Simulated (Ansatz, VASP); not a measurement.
# Cross-check of Si7Mo25 between VASP and Ansatz, part 2 of 2

Wanted: the spread between two codes on one cell, functional and k mesh. The structure shown is the end of the VASP relaxation below.

VASP 6.6.1 and Ansatz 0.2.0.

So far: The structure; VASP: relaxation, LDA.

### Step 3. Ansatz: single point, LDA

Level of this step: Ansatz beside VASP: Kohn-Sham DFT, plane waves, LDA (Ansatz).

Ansatz runs on its default PAW (the set named soft_2) files.

The same cell, functional (in two slightly different forms), mesh and smearing now go to Ansatz, which takes its cutoff from its data sets.

The input, input.yaml:

```yaml
crystal:
  lattice:
    - [-4.82001622, 4.82001622, 4.82001622]
    - [4.82001622, -4.82001622, 4.82001622]
    - [4.82001622, 4.82001622, -4.82001622]
  atoms:
    - { symbol: Mo, position: [0.37392958, 0.12077347, 0.24684389], spin: 0.6 }
    - { symbol: Mo, position: [0.87434214, 0.62638314, 0.25204099] }
    - { symbol: Mo, position: [0.87434211, 0.12230107, 0.74795896] }
    - { symbol: Mo, position: [0.37392964, 0.62708565, 0.753156], spin: 0.6 }
    - { symbol: Mo, position: [0.62607054, 0.37291414, 0.2468436] }
    - { symbol: Mo, position: [0.12565766, 0.87769875, 0.25204109] }
    - { symbol: Mo, position: [0.125658, 0.37361702, 0.74795902] }
    - { symbol: Mo, position: [0.62607039, 0.87922694, 0.75315655], spin: 0.6 }
    - { symbol: Mo, position: [0.1207737, 0.24684386, 0.37392977] }
    - { symbol: Mo, position: [0.62708622, 0.75315644, 0.37392979] }
    - { symbol: Mo, position: [0.62638302, 0.25204107, 0.87434203] }
    - { symbol: Mo, position: [0.12230086, 0.74795885, 0.87434192] }
    - { symbol: Mo, position: [0.24684359, 0.62606995, 0.37291379] }
    - { symbol: Mo, position: [0.74795901, 0.12565766, 0.37361653] }
    - { symbol: Mo, position: [0.75315616, 0.62606995, 0.87922636] }
    - { symbol: Mo, position: [0.25204114, 0.12565766, 0.87769866] }
    - { symbol: Mo, position: [0.3729141, 0.24684386, 0.62607016] }
    - { symbol: Mo, position: [0.87922665, 0.75315644, 0.62607022] }
    - { symbol: Mo, position: [0.87769904, 0.25204107, 0.12565806] }
    - { symbol: Mo, position: [0.37361693, 0.74795885, 0.12565799] }
    - { symbol: Mo, position: [0.24684365, 0.37393005, 0.12077382] }
    - { symbol: Mo, position: [0.74795901, 0.87434228, 0.12230118] }
    - { symbol: Mo, position: [0.75315622, 0.37393005, 0.62708639] }
    - { symbol: Mo, position: [0.2520411, 0.87434228, 0.62638327] }
    - { symbol: Mo, position: [0.49999968, 0.49999974, 0.50000006], spin: 0.6 }
    - { symbol: Si, position: [2.0e-08, 0.99999992, 0.49999991] }
    - { symbol: Si, position: [0.99999991, 0.49999995, 3.0e-08] }
    - { symbol: Si, position: [0.50000007, 0.99999998, 0.99999992] }
    - { symbol: Si, position: [0.99999984, 0.99999996, 6.0e-08] }
    - { symbol: Si, position: [0.50000007, 0.49999998, 0.99999992] }
    - { symbol: Si, position: [0.4999999, 0.99999996, 0.50000012] }
    - { symbol: Si, position: [6.0e-08, 0.49999998, 0.49999991] }
hamiltonian:
  xc: lda
  pseudopotentials: { kind: paw }
magnetization:
  spin_polarized: true
kpoints:
  mp_grid: { grid: [4, 4, 4] }
scf:
  occupations: { method: methfessel_paxton, width: 0.2 }
  n_extra_bands: 15
output:
  forces: true
  eigenvalues: true
  write_density: true
  write_potential: true
  elf: true
  volumetric_format: npy
```

Started as:

```bash
$ ansatz run input.yaml --threads 8 --pin off --max-ram 18432MiB --backend cpu --events-out ev --progress --plain --runs-dir out
```

Numbers of over 12 decimals in the logs are rounded to 6 here.

Log:

```text
Warning: the band count 204 (scf.n_extra_bands) hosts the net moment |M| = 2.4000 μB (N_el = 378) but caps the reachable moment at 2·n_bands − N_el = 30.0000 μB, below the 229 bands that the automatic rule leaves for it — a moment growing past the seed, or the majority channel's smearing tail, pins there with fewer empty majority states than that count leaves; raise or omit scf.n_extra_bands unless the cap is intended
scf.n_extra_bands = 15 over 189 filled bands (N_el = 378.0): the run solves 204 bands
Engine: ansatz 0.2.0, aarch64-unknown-linux-gnu
Pseudopotentials: kind: paw
Pseudopotential: Mo, paw, valence charge 14, recommended cutoff 420 eV (normal), Mo.paw.azcp
Pseudopotential: Si, paw, valence charge 4, recommended cutoff 420 eV (normal), Si.paw.azcp
Functional definition: SPW92
  exchange = slater_x
  correlation = pw_c
Crystal: 32 atoms, lattice volume = 447.925 Å³
Basis set: ecut = 420 eV, 8685 PW (Γ)
Bands: 204, of which v1, the nominal top of the filled ones, is band 189 counted from 1 (188 counted from 0)
Symmetry: 2 space group operations
Space group: Cm (ITA 8), of the structure as read, at distance tolerance 7.7e-5 Å
Magnetic group: BNS 8.32 (UNI 39), of the structure as read, at distance tolerance 7.7e-5 Å
k-points: 24 of 64 (time reversal used)
Non-local potential: Mo, projectors of the file, l = 0: 3, l = 1: 2, l = 2: 2, l = 3: 1
Non-local potential: Si, projectors of the file, l = 0: 2, l = 1: 2, l = 2: 2
PAW form: soft (Blöchl's): semilocal exchange-correlation on the pseudo side does not see the compensation charge
PAW frozen core: Mo, regenerated for the run's functional, and the local potential with it (the file was generated under x = pbe(κ = 0.804, μ = 0.219515), c = pbe(β = 0.066725))
PAW frozen core: Si, regenerated for the run's functional, and the local potential with it (the file was generated under x = pbe(κ = 0.804, μ = 0.219515), c = pbe(β = 0.066725))
PAW one-centre angular grid: Mo, 590 points (default); XC on 64 Gauss nodes
PAW one-centre angular grid: Si, 110 points (default); XC on 64 Gauss nodes
Initial density: superposition of atomic densities (chi_scale 0.1, normalization cell)
Starting moments: Σ|m| = 2.4 μB on 4 of 32 sites
Initial wavefunctions: pseudopotential atomic-orbital guess
Functional: x = slater, c = lda
SCF iter   1: F=—  HF=-125360.178263 eV  |F-HF|=—  |Δ(HF+E_count)|=         —  Δρ=5.16e-2 (↑5.16e-2 ↓4.80e-2)  dr2=4.72e1  dr2_m=2.13e-1  M=0.209 μB ∫|m|=0.593 μB  β_m=0.30  ethr=3.10e-3  ⟨swp⟩=5.6  Hψ=35573  notcnv=0
Mixer restart at iter 1: flushing history
preconditioner: auto → Kerker (q_TF=auto, 2.652 Å⁻¹)  [metal: Δε(μ)=0.006 eV  Ē_g=4.916 eV  σ=0.200 eV  W_gap=0.02  n_scr=140 (ndim 8)  ℏωp=23.4 eV  f_vac=0.000  D(μ)=17.31/eV (n_scr^D=140)]
spin=Collinear: Kerker preconditioning applied to the charge; magnetization (m = ρ↑ − ρ↓) channel mixes plain (no charge-response kernel on spin).
SCF iter   2: F=—  HF=-125349.524113 eV  |F-HF|=—  |Δ(HF+E_count)|=    1.07e1  Δρ=3.61e-2 (↑3.61e-2 ↓3.34e-2)  dr2=2.15e1  dr2_m=1.17e-1  M=0.166 μB ∫|m|=0.474 μB  β_m=0.61  ethr=3.10e-3  ⟨swp⟩=2.0  Hψ=16434  notcnv=0  defer=66
SCF iter   3: F=—  HF=-125341.198917 eV  |F-HF|=—  |Δ(HF+E_count)|=    8.33e0  Δρ=5.05e-3 (↑5.05e-3 ↓5.05e-3)  dr2=2.69e-1  dr2_m=4.10e-3  M=0.020 μB ∫|m|=0.132 μB  β_m=0.80  ethr=3.10e-3  ⟨swp⟩=3.0  Hψ=18649  notcnv=0  defer=66
SCF iter   4: F=—  HF=-125341.244500 eV  |F-HF|=—  |Δ(HF+E_count)|=   4.56e-2  Δρ=1.24e-3 (↑1.23e-3 ↓1.24e-3)  dr2=4.18e-2  dr2_m=1.58e-4  M=-0.002 μB ∫|m|=0.032 μB  β_m=0.81  ethr=7.10e-5  ⟨swp⟩=2.0  Hψ=16485  notcnv=0  defer=64
SCF iter   5: F=—  HF=-125341.241267 eV  |F-HF|=—  |Δ(HF+E_count)|=   3.23e-3  Δρ=6.76e-4 (↑6.76e-4 ↓6.66e-4)  dr2=2.33e-2  dr2_m=1.21e-5  M=-0.002 μB ∫|m|=0.011 μB  β_m=0.72  ethr=1.10e-5  ⟨swp⟩=2.0  Hψ=14256  notcnv=0  defer=64
SCF iter   6: F=—  HF=-125341.239866 eV  |F-HF|=—  |Δ(HF+E_count)|=   1.40e-3  Δρ=1.72e-4 (↑1.72e-4 ↓1.62e-4)  dr2=8.54e-4  dr2_m=2.26e-6  M=-0.001 μB ∫|m|=0.005 μB  β_m=0.81  ethr=6.15e-6  ⟨swp⟩=2.0  Hψ=12196  notcnv=0  defer=64
SCF iter   7: F=—  HF=-125341.240078 eV  |F-HF|=—  |Δ(HF+E_count)|=   2.12e-4  Δρ=5.85e-5 (↑5.85e-5 ↓5.54e-5)  dr2=1.03e-4  dr2_m=1.64e-7  M=-0.001 μB ∫|m|=0.001 μB  β_m=0.86  ethr=2.26e-7  ⟨swp⟩=2.0  Hψ=17877  notcnv=0  defer=64
SCF iter   8: F=—  HF=-125341.042170 eV  |F-HF|=—  |Δ(HF+E_count)|=         —  Δρ=8.77e-5 (↑8.74e-5 ↓8.77e-5)  dr2=2.57e-4  dr2_m=9.21e-9  M=-0.000 μB ∫|m|=0.000 μB  β_m=0.86  ethr=2.73e-8  ⟨swp⟩=2.0  Hψ=14345  notcnv=0  defer=64
Mixer restart at iter 8: flushing history
iteration 8: the input's own smearing fills from here on; a Gaussian of 0.2 eV has filled iterations ahead of it
SCF iter   9: F=—  HF=-125341.042149 eV  |F-HF|=—  |Δ(HF+E_count)|=   2.13e-5  S|Δr|=    0.00e0  Δρ=6.67e-5 (↑6.66e-5 ↓6.67e-5)  dr2=2.11e-4  dr2_m=1.52e-9  M=-0.000 μB ∫|m|=0.000 μB  β_m=0.71  ethr=2.73e-8  ⟨swp⟩=2.0  Hψ=17375  notcnv=0  defer=64
SCF iter  10: F=—  HF=-125341.042130 eV  |F-HF|=—  |Δ(HF+E_count)|=   1.89e-5  S|Δr|=    0.00e0  Δρ=1.61e-5 (↑1.61e-5 ↓1.60e-5)  dr2=9.49e-6  dr2_m=9.15e-10  M=-0.000 μB ∫|m|=0.000 μB  β_m=0.71  ethr=2.73e-8  ⟨swp⟩=2.0  Hψ=13870  notcnv=0  defer=64
SCF iter  11: F=—  HF=-125341.042129 eV  |F-HF|=—  |Δ(HF+E_count)|=   1.05e-6  S|Δr|=    0.00e0  Δρ=6.81e-6 (↑6.70e-6 ↓6.81e-6)  dr2=1.97e-6  dr2_m=1.81e-10  M=-0.000 μB ∫|m|=0.000 μB  β_m=0.64  ethr=2.51e-9  ⟨swp⟩=2.0  Hψ=13450  notcnv=0  defer=64
SCF iter  12: F=—  HF=-125341.042129 eV  |F-HF|=—  |Δ(HF+E_count)|=   2.25e-7  S|Δr|=    0.00e0  Δρ=2.18e-6 (↑2.18e-6 ↓2.14e-6)  dr2=1.17e-7  dr2_m=5.20e-11  M=-0.000 μB ∫|m|=0.000 μB  β_m=0.67  ethr=5.21e-10  ⟨swp⟩=2.0  Hψ=13395  notcnv=0  defer=64
SCF iter  13: F=-125341.042129 eV  HF=-125341.042129 eV  |F-HF|=8.09e-9  |Δ(HF+E_count)|=   2.25e-8  S|Δr|=    0.00e0  Δρ=6.21e-7 (↑6.21e-7 ↓6.09e-7)  dr2=1.05e-8  dr2_m=7.43e-12  M=-0.000 μB ∫|m|=0.000 μB  ethr=2.65e-11  ⟨swp⟩=12.0  Hψ=57375  notcnv=0
SCF 1 converged in 13 iterations: F = -125341.042129 eV  dr2 = 1.05e-8
  greatest PAW one-centre occupation: 0.999 electrons in one spin orbital (limit 2), on the Mo atom at site 24 (counted from 0), in its partial waves of l = 0
WARN: the starting moments were not kept: the SCF closed with an absolute magnetisation of 9.1e-6 μB, where they sum to 2.4 μB in size (4 sites). That is at most 0.1 of that sum. Measured as dr2_m measures the in/out step, that magnetisation stands 2.3e-12 eV from none, at or under the dr2_threshold of 1.0e-7 eV: it is no larger than a step whose dr2_m would equal this threshold. The system may hold no moment; this S [...]
this state was not tested for a lower state beside it, because cold or Methfessel-Paxton smearing, or corrected tetrahedra, fill the levels in a way that the test cannot read (fill_not_monotonic; see scf.lower_state_search)
SCF converged after 13 iterations
Magnetization: -0.0000 μB (189.0000 up, 189.0000 down)
Absolute magnetization: 0.0000 μB (∫|ρ↑−ρ↓|, with the PAW one-centre terms)
Spin contamination: 0.0000 ħ² per cell (⟨S²⟩ above its minimum at these occupations)
Per-site moments (μB) at R_I (Å): [(9.679080774531214e-7, 0.987473), (8.545845629708256e-7, 0.987472), (-2.356727401520818e-8, 0.987472), (2.1170680846859882e-7, 0.987472), (-1.0568980926258511e-6, 0.987472), (-1.0359860523218788e-6, 0.987473), (-4.0566019815740823e-7, 0.987472), (-4.232254752158851e-8, 0.987472), (-1.3769353077960942e-7, 0.987472), (-1.3734926408356647e-7, 0.987472), (5.496936731195528e-8, 0.987472) [...]
Free energy (F): -125341.042129 eV
Harris-Foulkes:  -125341.042129 eV  (|F-HF|=8.09e-9)
Internal energy: -125341.017429 eV  (E = F + TS)
E sigma→0 (E₀):  -125341.035954 eV
Entropy (-TS):   -0.024700 eV (-0.772 meV/atom)
Fermi energy:    20.851482 eV
--- Per-component energies (eV) ---
  E_band       = -1088.499507
  E_kinetic    = 11452.691064
  E_local      = -22053.967411  (includes V_loc(G=0)·N_el)
  E_nonlocal   = 3896.789790
  E_hartree    = 7726.204105
  E_xc         = -4993.160072
  E_vxc        = -6111.122138  (∫ρ·V_xc dr)
  E_paw        = -80652.782704  (= ΣΔE_a)
  E_vpaw       = -3725.299866  (= ΣTr[D̂ρ^β])
  E_aug_tail   = 0.000969  (compensation charges beyond the density's cutoff)
  E_ewald      = -40729.203891
  E_core_change = 12.410720  (= ΣΔE_core)
  E_smearing   = -0.024700  (= −TS)
  E_closure    = 0.000000  (closes the sum)
  Σ components = -125341.042129   (vs F -125341.042129, Δ=0.00e0)
--- Forces (eV/Å), atoms counted from 1 ---
  atom   1  Mo    -0.02182188     0.00000000     0.02334959
  atom   2  Mo     0.01885781     0.00000000     0.07106306
  atom   3  Mo    -0.01884549     0.00000000     0.07108150
  atom   4  Mo     0.02183855     0.00000000     0.02334467
  atom   5  Mo    -0.02175716     0.00000000    -0.02339941
  atom   6  Mo     0.01884368     0.00000000    -0.07101092
  atom   7  Mo    -0.01886031     0.00000000    -0.07108622
  atom   8  Mo     0.02174509     0.00000000    -0.02335362
  atom   9  Mo    -0.00000005     0.02330762    -0.02182013
  atom  10  Mo    -0.00000028     0.02331712     0.02174939
  atom  11  Mo    -0.00000842     0.07109047     0.01885233
  atom  12  Mo     0.00000545     0.07110273    -0.01884115
  atom  13  Mo    -0.02325789    -0.02177713     0.00002154
  atom  14  Mo    -0.07096797    -0.01885063    -0.00000763
  atom  15  Mo    -0.02325789     0.02177713     0.00002154
  atom  16  Mo    -0.07096797     0.01885063    -0.00000763
  atom  17  Mo    -0.00000005    -0.02330762    -0.02182013
  atom  18  Mo    -0.00000028    -0.02331712     0.02174939
  atom  19  Mo    -0.00000842    -0.07109047     0.01885233
  atom  20  Mo     0.00000545    -0.07110273    -0.01884115
  atom  21  Mo     0.02320923    -0.02177988     0.00001224
  atom  22  Mo     0.07101803    -0.01885741    -0.00000555
  atom  23  Mo     0.02320923     0.02177988     0.00001224
  atom  24  Mo     0.07101803     0.01885741    -0.00000555
  atom  25  Mo    -0.00001674     0.00000000     0.00007277
  atom  26  Si     0.00001421     0.00000000     0.00001772
  atom  27  Si    -0.00001352     0.00000000     0.00001223
  atom  28  Si     0.00000598     0.00000000    -0.00002168
  atom  29  Si    -0.00000751     0.00000931     0.00001680
  atom  30  Si     0.00001496    -0.00000918    -0.00001388
  atom  31  Si    -0.00000751    -0.00000931     0.00001680
  atom  32  Si     0.00001496     0.00000918    -0.00001388
  max |Σ_I F_I| component: 2.42e-6 eV/Å
--- Band table (eV; the first three rows and the last of 48) ---
  k-point 0 ↑: bands = [... 185 lower, 20.0714, 20.1384, 20.1384, 20.1384, 20.7425, 20.7425, 20.7425, 20.8327, ... 11 higher]
  k-point 1 ↑: bands = [... 185 lower, 20.2957, 20.4541, 20.4627, 20.6321, 20.6783, 20.8700, 20.8769, 21.0178, ... 11 higher]
  k-point 2 ↑: bands = [... 185 lower, 20.5026, 20.6879, 20.7178, 20.8150, 20.8507, 20.8708, 20.9435, 21.1568, ... 11 higher]
  k-point 23 ↓: bands = [... 185 lower, 20.8324, 20.9124, 20.9124, 20.9124, 21.1416, 21.1416, 21.1416, 21.2068, ... 11 higher]
```

Wall time 5 min (8 threads of Arm Neoverse N1, shared host); peak memory 5.5 GiB.

Reading the cycles: dr2 is the Hartree energy of the density residual (eV), the measure of convergence; HF is the Harris–Foulkes estimate of the energy, which meets the free energy F at convergence.

### Step 4. Side by side

Known differences besides the potentials themselves: the two LDA forms differ slightly; the data sets hold 378 valence electrons in Ansatz (default PAW (the set named soft_2) files) and 178 in VASP; the cutoff is 420 eV in Ansatz and 300 eV in VASP (PREC = Normal, projectors in real space); VASP's log shows a relativistic correction to its local exchange, Ansatz's none. Total energies have different zeros and are not compared.

At this near-relaxed geometry the largest component of a force difference is 59 meV/Å. VASP's last cycles still show a density residual of 2e-03, so its state may not be settled.

### Step 5. Other set-ups

Further runs change the set-up of one program: Ansatz's method, potentials or start, or VASP's data sets, cutoff or form of LDA. The table gives Ansatz less VASP for each quantity, since a change that brings one quantity closer may part another.

| run | r.m.s. force difference (meV/Å) |
| --- | --- |
| as above | 29 |
| cores kept as stored | 29 |
| Ansatz's larger PAW set (cutoff 640 eV) | 30 |
| norm-conserving potentials (cutoff 1088 eV) | 32 |

### Step 6. Outcome

```yaml
r_m_s_force_difference_single_point_lda: 29 meV/Å
```

**Reading.** The r.m.s. force difference is 29 meV/Å (single point, LDA), beyond the 12 meV/Å picked in this series as the mark of a large difference. For single point, LDA, no further run moves any of the tabulated differences by more than a quarter of its size. How closely two codes agree says nothing of how well the functional describes the real material.

[Lines on the potential files, build, host, timing and source positions are cut from VASP's logs without a mark.]

[Logs are printed without paths, hosts, clocks, repeated set-up lines and the standing remarks that a program may print on its own settings, such as how far it seeks lower states.]

[Hosts, paths, dates, database ids (printed as entryN), source tags and the programs' standing remarks are cut or masked in the printed files.]
